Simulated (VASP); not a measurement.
# Al (Fm-3m) in VASP: a series of runs, part 2 of 2

VASP 6.6.1. The steps go on from the part before.

### Step 4. Single point, PBE (a relaxed cell with its volume scaled by 0.91)

INCAR

```
SYSTEM = Al
PREC = Accurate
ENCUT = 520
EDIFF = 1E-7
ISMEAR = 0
SIGMA = 0.1
LREAL = .False.
LASPH = .True.
NELM = 80
ALGO = Normal
ISIF = 2
LWAVE = .False.
LCHARG = .False.
GGA = PE
```

KPOINTS

```
regular mesh
0
Gamma
  10 10 10
  0 0 0
```

POSCAR

```
Al                                      
1.0
    0.0000000000      1.9562704980      1.9562704980
    1.9562704980      0.0000000000      1.9562704980
    1.9562704980      1.9562704980      0.0000000000
  Al            
     1
Direct
     0.0000000000000000    0.0000000000000000    0.0000000000000000
```

Run with:

```
cat potpaw_PBE.64/Al/POTCAR > POTCAR
mpirun -np 1 vasp_std > vasp.out
```

Run time: 7.4 s. Hardware: 1 thread of Intel Xeon Platinum 8375C at 2.90GHz (Ice Lake), shared host; peak memory 0.12 GiB.

Results (log left out):

* Free energy: -3.6915 eV
* Pressure: 8.7 GPa
* Band gap on the k mesh: none (metal or under the smearing width)

Levels at points of the mesh, in eV from the Fermi level:
```csv
k point,band 1,band 2,band 3,band 4
"(0.00, 0.00, 0.00)",-11.91,13.08,13.08,13.08
"(0.50, 0.00, 0.00)",-5.07,-4.60,11.83,11.83
"(0.50, 0.50, 0.00)",-3.25,-1.72,5.19,5.98
```

### Step 5. Single point, PBE (a relaxed cell with its volume scaled by 1.09)

INCAR is that of step 4.

KPOINTS is that of step 4.

POSCAR

```
Al                                      
1.0
    0.0000000000      2.0775776950      2.0775776950
    2.0775776950      0.0000000000      2.0775776950
    2.0775776950      2.0775776950      0.0000000000
  Al            
     1
Direct
     0.0000000000000000    0.0000000000000000    0.0000000000000000
```

Potentials or basis: VASP PAW PBE potentials, release 64 (Al).

Run with:

```
cat potpaw_PBE.64/Al/POTCAR > POTCAR
mpirun -np 1 vasp_std > vasp.out
```

OUTCAR:

```text
SYSTEM = Al
   PREC = Accurate
   ENCUT = 520
   EDIFF = 1E-7
   ISMEAR = 0
   LREAL = .False.
   LASPH = .True.
   NELM = 80
   ISIF = 2
   GGA = PE

 ion  position               nearest neighbor table
   1  0.000  0.000  0.000-

  LATTYP: Found a face centered cubic cell.
 ALAT       =     4.1551553900

  Lattice vectors:

 A1 = (   0.0000000000,   2.0775776950,   2.0775776950)
 A2 = (   2.0775776950,   0.0000000000,   2.0775776950)
 A3 = (   2.0775776950,   2.0775776950,   0.0000000000)

[... 371 lines left out ...]
      5      14.5523      0.00000

 [... further k-points ...]

------------------------ aborting loop because EDIFF is reached ----------------------------------------

  FORCE on cell =-STRESS in cart. coord.  units (eV):
  Direction    XX          YY          ZZ          XY          YZ          ZX
  --------------------------------------------------------------------------------------
  -------------------------------------------------------------------------------------
  Total       -0.5480095     -0.5480095     -0.5480095     -0.0000000     -0.0000000     -0.0000000
  in kB      -48.9549774    -48.9549774    -48.9549774     -0.0000000     -0.0000000     -0.0000000
  external PRESSURE =     -48.9549774 kB  Pullay stress =       0.0000000 kB

 VOLUME and BASIS-vectors are now :
 -----------------------------------------------------------------------------
  energy-cutoff  :      520.00
  volume of cell :       17.94
      direct lattice vectors                 reciprocal lattice vectors
     0.000000000  2.077577695  2.077577695    -0.240664886  0.240664886  0.240664886
     2.077577695  0.000000000  2.077577695     0.240664886 -0.240664886  0.240664886
     2.077577695  2.077577695  0.000000000     0.240664886  0.240664886 -0.240664886

 POSITION                                       TOTAL-FORCE (eV/Angst)
 -----------------------------------------------------------------------------------
      0.00000      0.00000      0.00000         0.000000      0.000000     -0.000000
 -----------------------------------------------------------------------------------
    total drift:                                0.000000     -0.000000     -0.000000

  FREE ENERGIE OF THE ION-ELECTRON SYSTEM (eV)
  ---------------------------------------------------
  free  energy   TOTEN  =        -3.7036774094 eV

  energy  without entropy=       -3.6992152522  energy(sigma->0) =       -3.70144633
```

OSZICAR:

```text
N       E                     dE             d eps       ncg     rms          rms(c)
DAV:   1    -0.141934604978E+01   -0.14193E+01   -0.79356E+02   490   0.323E+02
DAV:   2    -0.370673038062E+01   -0.22874E+01   -0.18995E+01   600   0.292E+01
DAV:   3    -0.372497514057E+01   -0.18245E-01   -0.18237E-01   645   0.336E+00
DAV:   4    -0.372504876007E+01   -0.73619E-04   -0.73619E-04   630   0.210E-01
DAV:   5    -0.372504903483E+01   -0.27476E-06   -0.27412E-06   620   0.106E-02    0.116E+00
DAV:   6    -0.371261363645E+01    0.12435E-01   -0.20927E-03   580   0.341E-01    0.674E-01
DAV:   7    -0.370368688415E+01    0.89268E-02   -0.61281E-03   555   0.550E-01    0.131E-01
DAV:   8    -0.370367903358E+01    0.78506E-05   -0.25266E-05   585   0.531E-02    0.956E-03
DAV:   9    -0.370367801912E+01    0.10145E-05   -0.10101E-06   610   0.639E-03    0.123E-03
DAV:  10    -0.370367750200E+01    0.51712E-06   -0.74438E-09   500   0.884E-04    0.378E-04
DAV:  11    -0.370367740937E+01    0.92629E-07   -0.46448E-10   295   0.194E-04
   1 F= -.37036774E+01 E0= -.37014463E+01  d E =-.446216E-02
```

Run time: 5.9 s. Hardware: 1 thread of Intel Xeon Platinum 8375C at 2.90GHz (Ice Lake), shared host; peak memory 0.13 GiB.

Results:

```
Free energy            : -3.7037 eV
Pressure               : -4.9 GPa
Band gap on the k mesh : none (metal or under the smearing width)
```

Levels at points of the mesh, in eV from the Fermi level:
```csv
k point,band 1,band 2,band 3,band 4,band 5
"(0.00, 0.00, 0.00)",-10.72,12.02,12.02,12.02,12.91
"(0.50, 0.00, 0.00)",-4.42,-4.41,10.41,10.41,10.94
"(0.50, 0.50, 0.00)",-2.87,-1.75,5.07,5.07,5.09
```

### Step 6. The runs side by side

| cell | gap on the mesh (eV) | pressure (GPa) |
| --- | --- | --- |
| a relaxed cell with its volume scaled by 0.94 | none | 5.2 |
| a relaxed cell with its volume scaled by 1.06 | none | -3.5 |
| a relaxed cell with its volume scaled by 0.91 | none | 8.7 |
| a relaxed cell with its volume scaled by 1.09 | none | -4.9 |

Alike in all rows: task single point; level PBE; potentials or basis VASP PAW PBE potentials, release 64 (Al); no spin polarisation; k mesh 10 × 10 × 10; cutoff (eV) 520; smearing gaussian 0.1 eV.

Absolute energies hang on the potentials; compare differences alone.
